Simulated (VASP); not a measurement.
# RPA total energies of BP, part 5 of 6

How do semilocal functionals compare with the RPA for BP, and at what cost? The scan starts from a database cell scaled to its smallest volume. The cell is of the zinc-blende type. The start is a cell from a database of measured crystal structures.

VASP 6.6.1, plane waves and PAW; the level of theory is named at each step.

So far. Step 22 (Comparison: HSE06, volume ratio 1): Its energy is -7.4161 eV an atom, on a zero of its own. Step 23 (Orbitals, volume ratio 1.03): The run ends at a pressure of -3.40 GPa.

### 24. Exact exchange, volume ratio 1.03

This step: Hartree-Fock energy on PBE orbitals; plane waves and PAW (P_GW, B_GW) (VASP 6.6.1).

Exact exchange at this point.

Input file INCAR:

```
SYSTEM = BP
PREC = Accurate
ENCUT = 440
ISMEAR = 0
SIGMA = 0.05
LREAL = .FALSE.
GGA = PE
NBANDS = 10
ALGO = Eigenval
NELM = 1
LHFCALC = .TRUE.
AEXX = 1
ALDAC = 0
AGGAC = 0
PRECFOCK = Normal
LWAVE = .FALSE.
LCHARG = .FALSE.
```

Input file POSCAR:

```
BP
1.0
    0.0000000000      2.2914668077      2.2914668077
    2.2914668077      0.0000000000      2.2914668077
    2.2914668077      2.2914668077      0.0000000000
P B
1 1
Direct
    0.7500000000      0.7500000000      0.7500000000
    0.0000000000      0.0000000000      0.0000000000
```

Input file KPOINTS:

```
Automatic mesh
0
Gamma
6 6 6
0 0 0
```

Potentials, in the order of the species: P_GW and B_GW (PBE family, release 64).

The run starts from files that an earlier step left in the folder.

On the command line:

```bash
mpirun -np 8 vasp_std
```

The program printed:

```text
[... set-up lines as in an earlier step ...]
 entering main loop
       N       E                     dE             d eps       ncg     rms          rms(c)
EIG:   1    -0.209241E+02   -0.20924E+02    0.00000E+00     0   0.000E+00
   1 F= -.20924064E+02 E0= -.20924064E+02  d E =-.106686E-41
```

The job ended after 9.6 s (8 MPI ranks of Intel Xeon 6975P-C (Granite Rapids), shared host; peak memory 0.86 GiB; 72 s of CPU time).

Parts of OUTCAR (step 24):

```text
 POSITION                                       TOTAL-FORCE (eV/Angst)
 -----------------------------------------------------------------------------------
      3.43720      3.43720      3.43720         0.000000     -0.000000      0.000000
      0.00000      0.00000      0.00000        -0.000000      0.000000     -0.000000
 -----------------------------------------------------------------------------------
    total drift:                               -0.000000     -0.000000     -0.000000

  FREE ENERGIE OF THE ION-ELECTRON SYSTEM (eV)
  ---------------------------------------------------
  free  energy   TOTEN  =       -20.9240639444 eV

  energy  without entropy=      -20.9240639444  energy(sigma->0) =      -20.92406394

[... 2 parts as in an earlier step ...]

[... 1 further part left out ...]
[key lines of the parts left out:]
E-fermi :   7.2712
```

The Hartree-Fock energy on these orbitals is -10.4620 eV an atom.

### 25. Empty bands, volume ratio 1.03

This step: PBE; plane waves and PAW (P_GW, B_GW) (VASP 6.6.1).

The empty bands are made again, for the run that follows.

Input file INCAR:

```
SYSTEM = BP
PREC = Accurate
ENCUT = 440
ISMEAR = 0
SIGMA = 0.05
LREAL = .FALSE.
GGA = PE
NBANDS = 528
ALGO = Exact
NELM = 1
LWAVE = .TRUE.
LCHARG = .FALSE.
LOPTICS = .TRUE.
NEDOS = 1000
CSHIFT = 0.1
```

POSCAR is that of step 24.

KPOINTS is that of step 24.

On the command line:

```bash
mpirun -np 8 vasp_std
```

The program printed:

```text
[... set-up lines as in an earlier step ...]
 entering main loop
       N       E                     dE             d eps       ncg     rms          rms(c)
DIA:   1    -0.128952E+02   -0.12895E+02    0.00000E+00     0   0.000E+00
   1 F= -.12895155E+02 E0= -.12895155E+02  d E =-.236670E-23
 writing wavefunctions
 optical routines
 imaginary and real dielectric function
 recalculating local potential from charge density
 direction            1
 direction            2
 direction            3
```

Elapsed: 2.4 s, on 8 MPI ranks; peak memory 0.97 GiB; 15 s of CPU time.

Parts of OUTCAR (step 25):

```text
  Total       -0.5111696     -0.5111696     -0.5111696      0.0000000      0.0000000     -0.0000000
  in kB      -34.0333679    -34.0333679    -34.0333679      0.0000000      0.0000000     -0.0000000
  external PRESSURE =     -34.0333679 kB  Pullay stress =       0.0000000 kB

 POSITION                                       TOTAL-FORCE (eV/Angst)
 -----------------------------------------------------------------------------------
      3.43720      3.43720      3.43720         0.000000      0.000000     -0.000000
      0.00000      0.00000      0.00000        -0.000000     -0.000000      0.000000
 -----------------------------------------------------------------------------------
    total drift:                               -0.000000     -0.000000     -0.000000

  FREE ENERGIE OF THE ION-ELECTRON SYSTEM (eV)
  ---------------------------------------------------
  free  energy   TOTEN  =       -12.8951546015 eV

  energy  without entropy=      -12.8951546015  energy(sigma->0) =      -12.89515460

[... 2 parts as in an earlier step ...]

[... 1 further part left out ...]
[key lines of the parts left out:]
E-fermi :   7.1412
```

### 26. RPA correlation, volume ratio 1.03

This step: RPA correlation on PBE orbitals; plane waves and PAW (P_GW, B_GW) (VASP 6.6.1).

RPA correlation at this point.

Input file INCAR:

```
SYSTEM = BP
PREC = Accurate
ENCUT = 440
ISMEAR = 0
SIGMA = 0.05
LREAL = .FALSE.
GGA = PE
NBANDS = 528
ALGO = ACFDT
ENCUTGW = 200
NOMEGA = 12
PRECFOCK = Fast
LWAVE = .FALSE.
LCHARG = .FALSE.
```

POSCAR is that of step 25.

KPOINTS is that of step 25.

On the command line:

```bash
mpirun -np 8 vasp_std
```

The program printed:

```text
[banner, memory and clock lines left out]
running    8 mpi-ranks, on    1 nodes
[...]
[... a notice as in an earlier step ...]

 LDA part: xc-table for (Slater+PW92), standard interpolation
 found WAVECAR, reading the header
 POSCAR, INCAR and KPOINTS ok, starting setup
[...]
reading WAVECAR
 the WAVECAR file was read successfully
 initial charge from wavefunction
 available memory per node:     36.78 GB, setting MAXMEM to     37664

 The Fermi energy was updated, please check that it is located mid-gap
 values below the HOMO (VB) or above the LUMO (CB) will cause erroneous energies
 E-fermi :   7.4954

 the WAVEDER file was read successfully
 set NWRITE>2 for more details about minimax calculation
 number of imaginary grid points requested:      12
 number of distinct grids requested:  1
 quadrature errors minimized for energies in [ 0.139E+01, 0.443E+03 ]
 bosonic grid (T=0, re) determined with error: 0.7961E-07
 bosonic grid (re): 0.7961E-07
[...]
NQ=  10    0.3333    0.3333    0.0000,
|.........|.........|.........|.........
 performed      53110000 updates of chi_q(r,r)
 total number of BLAS operations      10430.45 Gflops
NQ=  11    0.5000    0.3333    0.0000,
|.........|.........|.........|.........
 performed      58421000 updates of chi_q(r,r)
 total number of BLAS operations      11412.15 Gflops
NQ=  12   -0.3333    0.3333    0.0000,
|.........|.........|.........|.........
 performed      63732000 updates of chi_q(r,r)
 total number of BLAS operations      12554.97 Gflops
NQ=  13    0.5000    0.5000    0.0000,
|.........|.........|.........|.........
 performed      69043000 updates of chi_q(r,r)
 total number of BLAS operations      13511.00 Gflops
NQ=  14    0.5000    0.3333    0.1667,
|.........|.........|.........|.........
 performed      74354000 updates of chi_q(r,r)
 total number of BLAS operations      14467.04 Gflops
NQ=  15   -0.3333    0.3333    0.1667,
|.........|.........|.........|.........
 performed      79665000 updates of chi_q(r,r)
 total number of BLAS operations      15501.08 Gflops
NQ=  16   -0.3333    0.5000    0.1667,
|.........|.........|.........|.........
 performed      84976000 updates of chi_q(r,r)
 total number of BLAS operations      16561.81 Gflops
 entering main loop
```

Elapsed: 58 s, on 8 MPI ranks; peak memory 2.2 GiB.

From OUTCAR (step 26):

```text
      cutoff energy     smooth cutoff   RPA   correlation   Hartree contr. to MP2
---------------------------------------------------------------------------------
            200.000           160.000      -12.4364228026      -20.2392196013
            190.476           152.381      -12.3887657354      -20.1883791051
            181.406           145.125      -12.3377854647      -20.1336536454
            172.768           138.214      -12.2827241957      -20.0741243591
            164.541           131.632      -12.2238370066      -20.0099466411
            156.705           125.364      -12.1605374327      -19.9403967003
            149.243           119.394      -12.0925986155      -19.8651614833
            142.136           113.709      -12.0200951959      -19.7842895485
  linear regression

[... 3 parts as in an earlier step ...]

[... 1 further part left out ...]
[key lines of the parts left out:]
E-fermi :   7.4954
```

The correlation energy is -6.5292 eV an atom, +7 meV against the point before. With exact exchange the total is -16.9912 eV an atom.

### 27. Comparison: r2SCAN, volume ratio 1.03

This step: r2SCAN; plane waves and PAW (P_GW, B_GW) (VASP 6.6.1).

The comparison at this point.

Input file INCAR:

```
SYSTEM = BP
PREC = Accurate
ENCUT = 440
EDIFF = 1E-06
NELM = 100
ISMEAR = 0
SIGMA = 0.05
LREAL = .FALSE.
ALGO = Normal
METAGGA = R2SCAN
LASPH = .TRUE.
NBANDS = 10
LWAVE = .FALSE.
LCHARG = .FALSE.
KPAR = 8
```

POSCAR is that of step 26.

KPOINTS is that of step 26.

On the command line:

```bash
mpirun -np 8 vasp_std
```

The program printed:

```text
[... set-up lines as in an earlier step ...]
 entering main loop
       N       E                     dE             d eps       ncg     rms          rms(c)
DAV:   1     0.838370E+01    0.83837E+01   -0.39492E+03   320   0.723E+02
DAV:   2    -0.184420E+02   -0.26826E+02   -0.24858E+02   556   0.155E+02
DAV:   3    -0.194632E+02   -0.10212E+01   -0.10191E+01   456   0.234E+01
DAV:   4    -0.194741E+02   -0.10869E-01   -0.10864E-01   484   0.264E+00
[...]
DAV:   9    -0.172556E+02   -0.66477E-04   -0.43671E-04   414   0.182E-01    0.498E-02
DAV:  10    -0.172557E+02   -0.84620E-04   -0.90261E-05   426   0.102E-01    0.652E-03
DAV:  11    -0.172557E+02    0.45217E-07   -0.50857E-06   470   0.171E-02
   1 F= -.17255680E+02 E0= -.17255680E+02  d E =-.576541E-20
```

It took 4 s on 8 MPI ranks; peak memory 1 GiB.

OUTCAR, selected parts (step 27):

```text
  Total       -0.7642250     -0.7642250     -0.7642250     -0.0000000      0.0000000     -0.0000000
  in kB      -50.8816421    -50.8816421    -50.8816421     -0.0000000      0.0000000     -0.0000000
  external PRESSURE =     -50.8816421 kB  Pullay stress =       0.0000000 kB

 POSITION                                       TOTAL-FORCE (eV/Angst)
 -----------------------------------------------------------------------------------
      3.43720      3.43720      3.43720         0.000000     -0.000000     -0.000000
      0.00000      0.00000      0.00000        -0.000000      0.000000      0.000000
 -----------------------------------------------------------------------------------
    total drift:                                0.000000      0.000000      0.000000

  FREE ENERGIE OF THE ION-ELECTRON SYSTEM (eV)
  ---------------------------------------------------
  free  energy   TOTEN  =       -17.2556799750 eV

  energy  without entropy=      -17.2556799750  energy(sigma->0) =      -17.25567998

[... 2 parts as in an earlier step ...]

[... 1 further part left out ...]
[key lines of the parts left out:]
E-fermi :   7.0674
```

Its energy is -8.6278 eV an atom, on a zero of its own.

### 28. Orbitals for comparison: HSE06, volume ratio 1.03

This step: PBE; plane waves and PAW (P_GW, B_GW) (VASP 6.6.1).

Starting orbitals, as before.

Input file INCAR:

```
SYSTEM = BP
PREC = Accurate
ENCUT = 440
EDIFF = 1E-05
NELM = 100
ISMEAR = 0
SIGMA = 0.05
LREAL = .FALSE.
ALGO = Normal
GGA = PE
NBANDS = 10
LORBIT = 11
LWAVE = .TRUE.
LCHARG = .FALSE.
KPAR = 8
```

POSCAR is that of step 27.

KPOINTS is that of step 27.

On the command line:

```bash
mpirun -np 8 vasp_std
```

The program printed:

```text
[... set-up lines as in an earlier step ...]
 entering main loop
       N       E                     dE             d eps       ncg     rms          rms(c)
[... 10 cycles as in an earlier step ...]
DAV:  11    -0.128952E+02   -0.75095E-06   -0.20381E-05   438   0.306E-02
   1 F= -.12895154E+02 E0= -.12895154E+02  d E =-.494685E-12
 writing wavefunctions
```

The job ended after 1.4 s (8 MPI ranks; peak memory 1 GiB).

Parts of OUTCAR (step 28):

```text
  Total       -0.5070390     -0.5070390     -0.5070390     -0.0000000      0.0000000     -0.0000000
  in kB      -33.7583541    -33.7583541    -33.7583541     -0.0000000      0.0000000     -0.0000000
  external PRESSURE =     -33.7583541 kB  Pullay stress =       0.0000000 kB

 POSITION                                       TOTAL-FORCE (eV/Angst)
 -----------------------------------------------------------------------------------
      3.43720      3.43720      3.43720        -0.000000     -0.000000     -0.000000
      0.00000      0.00000      0.00000         0.000000      0.000000      0.000000
 -----------------------------------------------------------------------------------
    total drift:                               -0.000000     -0.000000     -0.000000

  FREE ENERGIE OF THE ION-ELECTRON SYSTEM (eV)
  ---------------------------------------------------
  free  energy   TOTEN  =       -12.8951536384 eV

  energy  without entropy=      -12.8951536384  energy(sigma->0) =      -12.89515364

[... 2 parts as in an earlier step ...]

[... 1 further part left out ...]
[key lines of the parts left out:]
E-fermi :   7.0256
```

The run ends at a pressure of -3.38 GPa.

### 29. Comparison: HSE06, volume ratio 1.03

This step: HSE06; plane waves and PAW (P_GW, B_GW) (VASP 6.6.1).

The comparison at this point.

Input file INCAR:

```
SYSTEM = BP
PREC = Accurate
ENCUT = 440
EDIFF = 1E-06
NELM = 100
ISMEAR = 0
SIGMA = 0.05
LREAL = .FALSE.
ALGO = Normal
LHFCALC = .TRUE.
AEXX = 0.25
GGA = PE
HFSCREEN = 0.2
LASPH = .TRUE.
NBANDS = 10
PRECFOCK = Fast
LWAVE = .FALSE.
LCHARG = .FALSE.
KPAR = 8
```

POSCAR is that of step 28.

KPOINTS is that of step 28.

The run starts from files that an earlier step left in the folder.

On the command line:

```bash
mpirun -np 8 vasp_std
```

The program printed:

```text
[... set-up lines as in an earlier step ...]
 entering main loop
       N       E                     dE             d eps       ncg     rms          rms(c)
DAV:   1    -0.148132E+02   -0.14813E+02   -0.26756E-01   442   0.453E+00    0.233E-01
DAV:   2    -0.148148E+02   -0.15970E-02   -0.56179E-03   400   0.566E-01    0.163E-01
DAV:   3    -0.148144E+02    0.35845E-03   -0.41153E-04   486   0.188E-01    0.992E-02
DAV:   4    -0.148143E+02    0.13501E-03   -0.58615E-05   490   0.720E-02    0.590E-02
DAV:   5    -0.148142E+02    0.46201E-04   -0.15920E-05   464   0.361E-02    0.348E-02
DAV:   6    -0.148142E+02    0.15371E-04   -0.57611E-06   460   0.201E-02    0.204E-02
DAV:   7    -0.148142E+02    0.51540E-05   -0.15720E-06   244   0.117E-02    0.121E-02
DAV:   8    -0.148142E+02    0.17271E-05   -0.91556E-07   240   0.853E-03    0.707E-03
DAV:   9    -0.148142E+02    0.54762E-06   -0.33768E-07   196   0.683E-03
   1 F= -.14814192E+02 E0= -.14814192E+02  d E =-.375823E-12
```

The job ended after 13 s (8 MPI ranks; peak memory 1.8 GiB; 83 s of CPU time).

From OUTCAR (step 29):

```text
 POSITION                                       TOTAL-FORCE (eV/Angst)
 -----------------------------------------------------------------------------------
      3.43720      3.43720      3.43720        -0.000000     -0.000000     -0.000000
      0.00000      0.00000      0.00000         0.000000      0.000000      0.000000
 -----------------------------------------------------------------------------------
    total drift:                                0.000001      0.000000      0.000000

  FREE ENERGIE OF THE ION-ELECTRON SYSTEM (eV)
  ---------------------------------------------------
  free  energy   TOTEN  =       -14.8141921768 eV

  energy  without entropy=      -14.8141921768  energy(sigma->0) =      -14.81419218

[... 2 parts as in an earlier step ...]

[... 1 further part left out ...]
[key lines of the parts left out:]
E-fermi :   6.5903
```

Its energy is -7.4071 eV an atom, on a zero of its own.

### 30. Orbitals, volume ratio 1.06

This step: PBE; plane waves and PAW (P_GW, B_GW) (VASP 6.6.1).

The same chain follows at a volume ratio of 1.06.

Input file INCAR:

```
SYSTEM = BP
PREC = Accurate
ENCUT = 440
EDIFF = 1E-08
NELM = 100
ISMEAR = 0
SIGMA = 0.05
LREAL = .FALSE.
ALGO = Normal
GGA = PE
NBANDS = 10
LORBIT = 11
LWAVE = .TRUE.
LCHARG = .FALSE.
KPAR = 8
```

Input file POSCAR:

```
BP
1.0
    0.0000000000      2.3135014941      2.3135014941
    2.3135014941      0.0000000000      2.3135014941
    2.3135014941      2.3135014941      0.0000000000
P B
1 1
Direct
    0.7500000000      0.7500000000      0.7500000000
    0.0000000000      0.0000000000      0.0000000000
```

KPOINTS is that of step 29.

On the command line:

```bash
mpirun -np 8 vasp_std
```

The program printed:

```text
[... set-up lines as in an earlier step ...]
 entering main loop
       N       E                     dE             d eps       ncg     rms          rms(c)
DAV:   1     0.100280E+02    0.10028E+02   -0.37402E+03   320   0.698E+02
DAV:   2    -0.129126E+02   -0.22941E+02   -0.21602E+02   560   0.147E+02
DAV:   3    -0.134788E+02   -0.56611E+00   -0.56368E+00   430   0.183E+01
DAV:   4    -0.134852E+02   -0.64767E-02   -0.64741E-02   474   0.230E+00
[...]
DAV:  12    -0.128715E+02   -0.10906E-05   -0.21202E-06   380   0.132E-02    0.675E-04
DAV:  13    -0.128715E+02    0.10985E-06   -0.58753E-08   514   0.173E-03    0.335E-04
DAV:  14    -0.128715E+02    0.29092E-08   -0.10333E-08   316   0.654E-04
   1 F= -.12871465E+02 E0= -.12871465E+02  d E =-.864551E-15
 writing wavefunctions
```

Elapsed: 1.4 s, on 8 MPI ranks; peak memory 1 GiB; 6.3 s of CPU time.

Parts of OUTCAR (step 30):

```text
  Total       -1.1495804     -1.1495804     -1.1495804      0.0000000      0.0000000     -0.0000000
  in kB      -74.3721895    -74.3721895    -74.3721895      0.0000000      0.0000000     -0.0000000
  external PRESSURE =     -74.3721895 kB  Pullay stress =       0.0000000 kB

 POSITION                                       TOTAL-FORCE (eV/Angst)
 -----------------------------------------------------------------------------------
      3.47025      3.47025      3.47025        -0.000000     -0.000000      0.000000
      0.00000      0.00000      0.00000         0.000000      0.000000     -0.000000
 -----------------------------------------------------------------------------------
    total drift:                               -0.000000     -0.000000     -0.000000

  FREE ENERGIE OF THE ION-ELECTRON SYSTEM (eV)
  ---------------------------------------------------
  free  energy   TOTEN  =       -12.8714649606 eV

  energy  without entropy=      -12.8714649606  energy(sigma->0) =      -12.87146496

[... 1 part as in an earlier step ...]

[... 2 further parts left out ...]
[key lines of the parts left out:]
E-fermi :   6.7374
```

The run ends at a pressure of -7.44 GPa.

### 31. Exact exchange, volume ratio 1.06

This step: Hartree-Fock energy on PBE orbitals; plane waves and PAW (P_GW, B_GW) (VASP 6.6.1).

Exact exchange at this point.

Input file INCAR:

```
SYSTEM = BP
PREC = Accurate
ENCUT = 440
ISMEAR = 0
SIGMA = 0.05
LREAL = .FALSE.
GGA = PE
NBANDS = 10
ALGO = Eigenval
NELM = 1
LHFCALC = .TRUE.
AEXX = 1
ALDAC = 0
AGGAC = 0
PRECFOCK = Normal
LWAVE = .FALSE.
LCHARG = .FALSE.
```

POSCAR is that of step 30.

KPOINTS is that of step 30.

The WAVECAR or CHGCAR of an earlier step is read.

On the command line:

```bash
mpirun -np 8 vasp_std
```

The program printed:

```text
[... set-up lines as in an earlier step ...]
 entering main loop
       N       E                     dE             d eps       ncg     rms          rms(c)
EIG:   1    -0.209058E+02   -0.20906E+02    0.00000E+00     0   0.000E+00
   1 F= -.20905754E+02 E0= -.20905754E+02  d E =-.962125E-24
```

It took 11 s on 8 MPI ranks; peak memory 0.86 GiB; 72 s of CPU time.

From OUTCAR (step 31):

```text
 POSITION                                       TOTAL-FORCE (eV/Angst)
 -----------------------------------------------------------------------------------
      3.47025      3.47025      3.47025        -0.000000      0.000000     -0.000000
      0.00000      0.00000      0.00000         0.000000     -0.000000      0.000000
 -----------------------------------------------------------------------------------
    total drift:                                0.000000     -0.000000     -0.000000

  FREE ENERGIE OF THE ION-ELECTRON SYSTEM (eV)
  ---------------------------------------------------
  free  energy   TOTEN  =       -20.9057542503 eV

  energy  without entropy=      -20.9057542503  energy(sigma->0) =      -20.90575425

[... 2 parts as in an earlier step ...]

[... 1 further part left out ...]
[key lines of the parts left out:]
E-fermi :   6.8228
```

The Hartree-Fock energy on these orbitals is -10.4529 eV an atom.

(Part 5 of 6 ends here.)

[Long decimals in the printed logs are rounded to 6 places.]

[Lines on the potential files, build, host, timing and source positions are cut from VASP's logs without a mark.]

[Logs are printed without paths, hosts, clocks, repeated set-up lines and the standing remarks that a program may print on its own settings, such as how far it seeks lower states.]

[Hosts, paths, dates, database ids (printed as entryN), source tags and the programs' standing remarks are cut or masked in the printed files.]

[Measured values are set beside computed ones only where the two were judged alike; some that the calculation misses by far are left out.]

[Pressures printed for these runs are not shown converged in the cutoff: they can be off by several GPa and have the wrong sign.]
